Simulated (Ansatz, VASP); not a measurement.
# Cross-check of KTaO3 between VASP and Ansatz

Aim: how closely do two programs agree when they are given the same cell, functional and k mesh? The cell is taken from a series of runs on this material, whose earlier steps may have relaxed, scaled, displaced or heated it; both programs get it as it stands.

Calculated with Ansatz 0.2.0; plane waves, with VASP 6.6.1 beside it; zone-centre phonons at PBE.

### 1. Set-up

Symmetry: Pm-3m, No. 221, cubic system. Conventional cell: a = 3.996 Å, b = 3.996 Å, c = 3.996 Å, α = 90.00°, β = 90.00°, γ = 90.00°. O has 2 Ta at 2.00 Å and 4 K at 2.83 Å nearest. K has 12 O at 2.83 Å nearest. Ta has 6 O at 2.00 Å nearest. Farther neighbours and most contacts between anions are not listed.

### 2. Ansatz: zone-centre phonons, PBE

Ansatz runs on its PAW soft_1 files.

Second derivatives magnify differences that forces hide, and they need a tight electronic threshold.

Input file input.yaml:

```yaml
crystal:
  lattice:
    - [3.9961976442, 0.0, 0.0]
    - [0.0, 3.9961976442, 0.0]
    - [0.0, 0.0, 3.9961976442]
  atoms:
    - { symbol: O, position: [0.5, 0.0, 0.0] }
    - { symbol: O, position: [0.0, 0.5, 0.0] }
    - { symbol: O, position: [0.0, 0.0, 0.5] }
    - { symbol: K, position: [0.5, 0.5, 0.5] }
    - { symbol: Ta, position: [0.0, 0.0, 0.0] }
kpoints:
  mp_grid: { grid: [8, 8, 8] }
hamiltonian:
  xc: pbe
  pseudopotentials: { kind: paw, azcp: { folder: soft_1 } }
scf:
  occupations: { method: fixed }
output:
  eigenvalues: true
phonons:
  method: dfpt
  dielectric: true
  rigid_motions: translations
```

Launch:

```sh
ansatz run input.yaml --threads 4 --pin off --max-ram 16384MiB --backend cpu --events-out ev --progress --plain --runs-dir out
```

Numbers of over 12 decimals in the logs are rounded to 6 here.

What it wrote:

```text
Engine: ansatz 0.2.0, x86_64-unknown-linux-gnu
Pseudopotentials: kind: paw
Pseudopotential: O, paw, valence charge 6, recommended cutoff 420 eV (normal), soft_1/O.paw.azcp
Pseudopotential: K, paw, valence charge 9, recommended cutoff 420 eV (normal), soft_1/K.paw.azcp
Pseudopotential: Ta, paw, valence charge 13, recommended cutoff 420 eV (normal), soft_1/Ta.paw.azcp
Functional definition: PBE
  parameter kappa = 0.804
  parameter beta = 0.066725
  exchange = pbe_x(kappa = kappa, mu = beta*pi^2/3)
  correlation = pbe_c(beta = beta)
Crystal: 5 atoms, lattice volume = 63.818 Å³
Basis set: ecut = 420 eV, 1237 PW (Γ), exchange–correlation on 54×54×54 points (8 copies of the dense FFT grid, shifted against one another)
Bands: 25, of which v1, the nominal top of the filled ones, is band 20 counted from 1 (19 counted from 0)
Symmetry: 48 space group operations
k-points: 170 of 512 (irreducible under 2 space group operations, time reversal used)
Non-local potential: O, projectors of the file, l = 0: 2, l = 1: 2, l = 2: 1
Non-local potential: K, projectors of the file, l = 0: 3, l = 1: 2, l = 2: 2
Non-local potential: Ta, projectors of the file, l = 0: 3, l = 1: 2, l = 2: 2, l = 3: 1
PAW form: soft (Blöchl's): semilocal exchange-correlation on the pseudo side does not see the compensation charge
PAW one-centre angular grid: O, 110 points (default); XC on 64 Gauss nodes
PAW one-centre angular grid: K, 110 points (default); XC on 64 Gauss nodes
PAW one-centre angular grid: Ta, 590 points (default); XC on 64 Gauss nodes
Initial density: superposition of atomic densities (chi_scale 0.1, normalization cell, long waves kept (reshape's long-wave potential 0.00 eV rms))
Initial wavefunctions: pseudopotential atomic-orbital guess
Functional: x = pbe(κ = 0.804, μ = 0.219515), c = pbe(β = 0.066725)
SCF iter   1: F=—  HF=-13179.734807 eV  |F-HF|=—  |Δ(HF+E_count)|=         —  Δρ=5.70e-2  dr2=2.07e0  ethr=3.10e-3  ⟨swp⟩=4.3  Hψ=18043  notcnv=0  defer=449
preconditioner: auto → Resta (q_TF=auto, 2.524 Å⁻¹)  ε∞=4.4  [insulator: Δε(μ)=2.762 eV  Ē_g=13.808 eV  n_scr=18 (ndim 8)  ℏωp=25.5 eV  f_vac=0.000  ε∞_Penn≈4.4]
SCF iter   2: F=—  HF=-13179.331333 eV  |F-HF|=—  |Δ(HF+E_count)|=   4.03e-1  Δρ=3.04e-2  dr2=5.09e-1  ethr=3.10e-3  ⟨swp⟩=2.0  Hψ=8145  notcnv=0  defer=391
SCF iter   3: F=—  HF=-13179.256128 eV  |F-HF|=—  |Δ(HF+E_count)|=   7.52e-2  Δρ=1.39e-2  dr2=1.15e-1  ethr=1.27e-3  ⟨swp⟩=2.0  Hψ=7245  notcnv=0  defer=406
SCF iter   4: F=—  HF=-13179.240594 eV  |F-HF|=—  |Δ(HF+E_count)|=   1.55e-2  Δρ=4.23e-3  dr2=7.58e-3  ethr=2.89e-4  ⟨swp⟩=2.0  Hψ=6790  notcnv=0  defer=460
SCF iter   5: F=—  HF=-13179.242732 eV  |F-HF|=—  |Δ(HF+E_count)|=   2.14e-3  Δρ=6.04e-4  dr2=2.05e-4  ethr=1.89e-5  ⟨swp⟩=2.2  Hψ=6428  notcnv=0  defer=490
SCF iter   6: F=—  HF=-13179.242935 eV  |F-HF|=—  |Δ(HF+E_count)|=   2.04e-4  Δρ=1.26e-4  dr2=1.00e-5  ethr=5.12e-7  ⟨swp⟩=2.0  Hψ=6796  notcnv=0  defer=448
SCF iter   7: F=—  HF=-13179.242940 eV  |F-HF|=—  |Δ(HF+E_count)|=   5.07e-6  Δρ=1.77e-5  dr2=2.08e-7  ethr=2.50e-8  ⟨swp⟩=2.5  Hψ=6876  notcnv=0  defer=270
SCF iter   8: F=—  HF=-13179.242941 eV  |F-HF|=—  |Δ(HF+E_count)|=   3.43e-7  Δρ=4.71e-6  dr2=1.80e-8  ethr=5.20e-10  ⟨swp⟩=2.0  Hψ=6493  notcnv=0  defer=223
SCF iter   9: F=—  HF=-13179.242941 eV  |F-HF|=—  |Δ(HF+E_count)|=   3.28e-8  Δρ=1.25e-6  dr2=8.04e-10  ethr=4.51e-11  ⟨swp⟩=2.0  Hψ=6623  notcnv=0  defer=223
SCF iter  10: F=-13179.242941 eV  HF=-13179.242941 eV  |F-HF|=2.00e-11  |Δ(HF+E_count)|=  9.50e-10  Δρ=1.16e-7  dr2=4.77e-12  ethr=1.00e-12  ⟨swp⟩=13.2  Hψ=27308  notcnv=0
SCF 1 converged in 10 iterations: F = -13179.242941 eV  dr2 = 4.77e-12
  greatest PAW one-centre occupation: 1.000 electrons in one spin orbital (limit 2), on the Ta atom at site 4 (counted from 0), in its partial waves of l = 0
DFPT response loops at Γ: preconditioner auto → none (the input reference at scf.mixing.eps_inf says where Resta's filter doesn't serve); β = 0.50; Broyden in place of MSR1
── the response to a field inside a basis, on 8×8×8 k-points: an SCF that follows is theirs, and a resumed run solves both again ──
Bands: 21, of which v1, the nominal top of the filled ones, is band 20 counted from 1 (19 counted from 0)
k-points: 20 of 512
Initial density: handed on by an earlier stage of this run
Initial wavefunctions: pseudopotential atomic-orbital guess (no wavefunctions were taken with the density)
Eigensolver: Dense (20 Hₖ)
SCF iter   1: F=—  HF=-13179.238502 eV  |F-HF|=—  |Δ(HF+E_count)|=         —  Δρ=3.05e-4  dr2=9.73e-6  ethr=1.00e-1
preconditioner: auto → Resta (q_TF=auto, 2.524 Å⁻¹)  ε∞=6.4  [insulator: Δε(μ)=2.484 eV  Ē_g=11.005 eV  n_scr=18 (ndim 8)  ℏωp=25.5 eV  f_vac=0.012  ε∞_Penn≈6.4]
SCF iter   2: F=—  HF=-13179.238507 eV  |F-HF|=—  |Δ(HF+E_count)|=   4.34e-6  Δρ=1.42e-4  dr2=2.91e-6  ethr=2.43e-8
SCF iter   3: F=—  HF=-13179.238508 eV  |F-HF|=—  |Δ(HF+E_count)|=   1.83e-6  Δρ=5.56e-5  dr2=3.72e-7  ethr=7.28e-9
SCF iter   4: F=-13179.238509 eV  HF=-13179.238509 eV  |F-HF|=5.30e-9  |Δ(HF+E_count)|=   2.69e-7  Δρ=4.77e-6  dr2=1.76e-8  ethr=9.30e-10
SCF 1 converged in 4 iterations: F = -13179.238509 eV  dr2 = 1.76e-8
DFPT response loops at Γ: mixed as the last ones told, above
SCF converged after 10 iterations
Free energy (F): -13179.242941 eV
Harris-Foulkes:  -13179.242941 eV  (|F-HF|=2.00e-11)
Internal energy: -13179.242941 eV  (E = F + TS)
E sigma→0 (E₀):  -13179.242941 eV
Fermi energy:    8.647655 eV
--- Per-component energies (eV) ---
  E_band       = -257.502737
  E_kinetic    = 1150.355748
  E_local      = -2222.770830  (includes V_loc(G=0)·N_el)
  E_nonlocal   = 160.864119
  E_hartree    = 795.165395
  E_xc         = -671.532064
  E_vxc        = -673.208549  (∫ρ·V_xc dr)
  E_paw        = -9575.566210  (= ΣΔE_a)
  E_vpaw       = -263.076503  (= ΣTr[D̂ρ^β])
  E_aug_tail   = 0.002502  (compensation charges beyond the density's cutoff)
  E_ewald      = -2815.761602
  E_smearing   = -0.000000  (= −TS)
  E_closure    = 0.000000  (closes the sum)
  Σ components = -13179.242941   (vs F -13179.242941, Δ=0.00e0)
--- Band table (eV; the first three rows and the last of 170) ---
  k-point 0: bands = [... 16 lower, 7.5979, 8.0195, 8.0195, 8.0195, 10.8649, 10.8649, 10.8649, 15.2365, ... 1 higher]
  k-point 1: bands = [... 16 lower, 7.5273, 7.5824, 7.9392, 7.9392, 10.8867, 11.3394, 11.3394, 15.4188, ... 1 higher]
  k-point 2: bands = [... 16 lower, 6.9905, 7.3646, 7.8630, 7.8630, 10.9407, 12.3338, 12.3338, 15.4340, ... 1 higher]
  k-point 169: bands = [... 16 lower, 4.7757, 8.6477, 8.6477, 8.6477, 15.1098, 15.1098, 15.1098, 17.5402, ... 1 higher]
--- Phonons (Γ-DFPT): 4 representative perturbations + reference, on 170 of 512 k-points (Σ response iterations 12) ---
  k mesh reduced under 2 symmetry operations, with k and −k counted as one. Each operation leaves every solved perturbation unchanged. A smaller set is not considered because the run solves the response to a homogeneous field
  ASR residual: 2.456e-3 → 0.000e0 eV/Å²; symmetrization residual: 6.956e-6 eV/Å²
  ASR residual per site (eV/Å²): 1.86e-3 1.86e-3 1.86e-3 1.14e-5 2.46e-3
  Γ frequencies (cm⁻¹): 0.00 0.00 0.00 62.71 62.71 62.71 186.23 186.23 186.23 260.25 260.25 260.25 529.26 529.26 529.26
  ε∞ (high-frequency dielectric tensor):
        5.345438    -0.000000     0.000000
       -0.000000     5.345438     0.000000
        0.000000     0.000000     5.345438
  ε⁰ (static dielectric tensor: ions relaxed, cell fixed):
      430.622536    -0.000000    -0.000000
       -0.000000   430.622536    -0.000000
       -0.000000    -0.000000   430.622536
  ε⁰ − ε∞ (ionic part):
      425.277099    -0.000000    -0.000000
       -0.000000   425.277099    -0.000000
       -0.000000    -0.000000   425.277099
  softest optical mode at Γ: 62.71 cm⁻¹; the repairs (sum rule, projections) moved no ω² at Γ by more than (5.78 cm⁻¹)²
  Born effective charges Z* (e; rows j = field, columns β = displacement):
    site 0:
        -6.52760   -0.00000    0.00000
        -0.00000   -1.65804    0.00000
        -0.00000    0.00000   -1.65804
    site 1:
        -1.65804    0.00000   -0.00000
         0.00000   -6.52760    0.00000
        -0.00000   -0.00000   -1.65804
    site 2:
        -1.65804    0.00000    0.00000
        -0.00000   -1.65804    0.00000
         0.00000    0.00000   -6.52760
    site 3:
         1.15049    0.00000    0.00000
        -0.00000    1.15049    0.00000
        -0.00000    0.00000    1.15049
    site 4:
         8.69320    0.00000    0.00000
        -0.00000    8.69320    0.00000
        -0.00000    0.00000    8.69320
  Z* charge neutrality: 2.888e-3 e pre-enforcement
  solved inside a basis spanned on kpoints, on 8×8×8 k-points, its susceptibility summed on 12×12×12: ε∞ is read to err by 1.5e-2, Z* by 3.7e-2 e (field_mesh: kpoints solves on kpoints); Z* is corrected for what the basis lacks
  optical modes at Γ without the LO–TO term, one row a degenerate level:
      ω (cm⁻¹)  modes    IR ((D/Å)²/amu)
[...]
optical modes at Γ + LO–TO along q̂ = [1.0000, 0.0000, 0.0000]:
      ω (cm⁻¹)  modes    IR ((D/Å)²/amu)
[...]
optical modes at Γ + LO–TO along q̂ = [0.0000, 1.0000, 0.0000]:
      ω (cm⁻¹)  modes    IR ((D/Å)²/amu)
[...]
791.10      1            73.4998
  optical modes at Γ + LO–TO along q̂ = [0.0000, 0.0000, 1.0000]:
      ω (cm⁻¹)  modes    IR ((D/Å)²/amu)
         62.71      2            97.8906
        174.63      1             0.0570
        186.23      2            13.2787
        260.25      3             0.0000
        401.56      1             6.2316
        529.26      2            48.4077
        791.10      1            73.4998
```

(Continued in part 2 of 3.)

[Lines on the potential files, build, host, timing and source positions are cut from VASP's logs without a mark.]

[Logs are printed without paths, hosts, clocks, repeated set-up lines and the standing remarks that a program may print on its own settings, such as how far it seeks lower states.]

[Hosts, paths, dates, database ids (printed as entryN), source tags and the programs' standing remarks are cut or masked in the printed files.]
